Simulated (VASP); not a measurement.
Here is a VASP 6.6.1 calculation.

File INCAR:

```
PREC     = Accurate       # precision mode
ENCUT    = 520            # plane-wave cutoff, eV
EDIFF    = 1E-6           # SCF threshold, eV
ISMEAR   = 0              # smearing method
SIGMA    = 0.03           # smearing width, eV
LREAL    = F              # projectors in reciprocal space
LASPH    = T              # aspherical terms in the spheres
NELM     = 120            # most SCF steps
ALGO     = Normal         # electronic algorithm
ISIF     = 3              # what is computed and relaxed
LWAVE    = F              # write WAVECAR
LCHARG   = F              # write CHGCAR
GGA      = PE             # functional
IBRION   = 2              # ionic algorithm
NSW      = 90             # ionic steps
EDIFFG   = -0.01          # ionic threshold
KPAR     = 4
```

KPOINTS

```
Automatic mesh
0
Gamma
  8 8 8
```

The input POSCAR:

```
ZnCd2SeS2
1.0
   -2.0710000000      2.0710000000      8.8750000000
    2.0710000000     -2.0710000000      8.8750000000
    2.0710000000      2.0710000000     -8.8750000000
Zn Cd Se S
1 2 1 2
Direct
    0.0000000000      0.0000000000      0.0000000000
    0.3441690100      0.3441690100      0.0000000000
    0.6558309900      0.6558309900      0.0000000000
    0.2500000000      0.7500000000      0.5000000000
    0.5694084500      0.0694084500      0.5000000000
    0.9305915500      0.4305915500      0.5000000000
```

Potentials or basis: VASP PAW PBE potentials, release 64 (Zn, Cd, Se, S).

Launch:

```console
$ cat potpaw_PBE.64/Zn/POTCAR potpaw_PBE.64/Cd/POTCAR potpaw_PBE.64/Se/POTCAR potpaw_PBE.64/S/POTCAR > POTCAR
$ mpirun -np 4 vasp_std > vasp.out
```

Problem. Estimate the space group after relaxing (to 0.05 Å).

Solution. I-4m2 (No. 119).

Problem. What does it give for the relaxed volume?

Solution. 25.15 Å³/atom.

Problem. Estimate the relaxed cell.

Solution. a = 9.341 Å, b = 9.341 Å, c = 9.341 Å, α = 154.49°, β = 154.49°, γ = 36.38°.

Step by step:
```
step  energy change (eV)  largest force (eV/Å)  pressure (GPa)  volume (Å³)
   1              0.0000                0.0463           -0.46       152.26
   2             -0.0020                0.0206            0.10       150.65
   3             -0.0021                0.0249            0.03       150.89
   4             -0.0021                0.0251            0.02       150.92
   5             -0.0022                0.0150            0.00       150.93
   6             -0.0023                0.0178           -0.02       150.97
   7             -0.0023                0.0085            0.03       150.91
```
